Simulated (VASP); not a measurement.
OSZICAR of a VASP run on WS$_{2}$ (2H layered):

### OSZICAR
```
       N       E                     dE             d eps       ncg     rms          rms(c)
DAV:   1     0.525662870932E+03    0.52566E+03   -0.28757E+04  1104   0.167E+03
DAV:   2    -0.455836746152E+01   -0.53022E+03   -0.51874E+03  1177   0.447E+02
DAV:   3    -0.378326560273E+02   -0.33274E+02   -0.33040E+02  1268   0.100E+02
DAV:   4    -0.386757451545E+02   -0.84309E+00   -0.84097E+00  1240   0.164E+01
DAV:   5    -0.386974908789E+02   -0.21746E-01   -0.21735E-01  1263   0.264E+00    0.372E+01
DAV:   6    -0.363906999394E+02    0.23068E+01   -0.14564E+01  1167   0.217E+01    0.167E+01
DAV:   7    -0.361682184962E+02    0.22248E+00   -0.40719E+00  1146   0.940E+00    0.650E+00
DAV:   8    -0.360424720051E+02    0.12575E+00   -0.64292E-01  1345   0.471E+00    0.204E+00
DAV:   9    -0.360445433252E+02   -0.20713E-02   -0.55830E-02  1301   0.126E+00    0.107E+00
DAV:  10    -0.360426193496E+02    0.19240E-02   -0.31101E-02  1267   0.108E+00    0.369E-01
DAV:  11    -0.360421964958E+02    0.42285E-03   -0.47090E-03  1222   0.417E-01    0.132E-01
DAV:  12    -0.360421894587E+02    0.70371E-05   -0.17486E-04  1258   0.781E-02    0.750E-02
DAV:  13    -0.360421879047E+02    0.15540E-05   -0.65050E-05  1278   0.468E-02    0.292E-02
DAV:  14    -0.360421887921E+02   -0.88740E-06   -0.14235E-05  1265   0.183E-02    0.187E-02
DAV:  15    -0.360421880092E+02    0.78293E-06   -0.35350E-06   973   0.119E-02
   1 F= -.36042188E+02 E0= -.36042188E+02  d E =-.360422E+02
```

Q: Which electronic solver shows in the log?

A: It is blocked Davidson (ALGO = Normal, or the opening steps of other solvers). The INCAR had ALGO = Normal.

Q: Can the final energy be trusted as converged?

A: The run converged. It stopped with EDIFF = 1E-6, NELM = 100, NSW = 60 and EDIFFG = -0.02 after 1 ionic step (optB86b-vdW, plane waves, VASP's PBE PAW potentials (set 64)).

The compound is WS2 in the 2H layered structure. It was relaxed first. The start is the result of an earlier pass.
